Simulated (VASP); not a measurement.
Ca3TaO6: single point with PBE

Ca3TaO6:

```
Ca Ta O
1.0
     0.00000    3.92860    3.92860
     3.92860    0.00000    3.92860
     3.92860    3.92860    0.00000
Ca Ta O
3 1 6
Direct
  0.50000 0.50000 0.50000
  0.25000 0.25000 0.25000
  0.75000 0.75000 0.75000
  0.00000 0.00000 0.00000
  0.75000 0.25000 0.25000
  0.25000 0.75000 0.25000
  0.25000 0.75000 0.75000
  0.75000 0.25000 0.75000
  0.25000 0.25000 0.75000
  0.75000 0.75000 0.25000
```

The cell was built by a generator and needn't be a form met in nature.

| Property | Result |
| --- | --- |
| Program | VASP 6.6.1 |
| Task | single point |
| Functional | PBE |
| Potentials or basis | VASP PAW PBE potentials, release 64 (Ca_sv, Ta_pv, O) |
| Cutoff | 520 eV |
| k mesh | 4 × 4 × 4 |
| Occupations | fermi-dirac, width 0.1 eV |
| Spin | no spin polarisation |
| Dipole correction | no |
| Further INCAR settings | ALGO = Normal; EDIFF = 1e-06; NBANDS = 50 |

```
Pressure               : 25.5 GPa
Band gap on the k mesh : none (metal or under the smearing width)
```

Levels at points of the mesh, in eV from the Fermi level:
```tsv
k point	band 37	band 38	band 39	band 40	band 41	band 42
(0.00, 0.00, 0.00)	0.15	0.15	0.15	3.76	3.76	3.76
(0.50, 0.00, 0.00)	-0.83	-0.61	-0.50	4.65	4.65	4.83
(0.50, 0.50, 0.00)	-0.04	0.03	0.03	4.17	5.53	5.53
```

Wall time 77 s on 1 thread of Intel(R) Xeon(R) Platinum 8175M CPU @ 2.50GHz (Skylake/Cascade Lake), with other jobs on the host, peak memory 0.27 GiB.

Caveat: so large a pressure means that the cell lies far from this level's equilibrium, or that cutoff or potentials fall short; an odd number of electrons without spin polarisation forces a metal; a magnetic or distorted state may lie lower. Spin-orbit coupling is left out, which matters for the levels of Ta.
